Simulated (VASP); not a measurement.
Input:

```xyz
4
Lattice="1.5292 -2.6487 0.0000 1.5292 2.6487 0.0000 0.0000 0.0000 5.0167" Properties=species:S:1:pos:R:3 pbc="T T T"
Si     1.5292    -0.8829     2.5066
Si     1.5292     0.8829     5.0149
C      1.5292    -0.8829     4.3914
C      1.5292     0.8829     1.8831
```

All values below come from LDA (Ceperley-Alder, Perdew-Zunger), VASP's LDA PAW potentials (set 64) (plane waves; VASP). Settings: 520 eV cut-off, Gaussian smearing of 0.050 eV, potentials Si C.

Predict the band gap (along the path) with the smallest direct gap where there is one.

The band gap (along the path) is 2.12 eV and the smallest direct gap (along the path) is 3.90 eV.

The compound is SiC in the wurtzite structure, the rare 2H polytype. It was relaxed first.
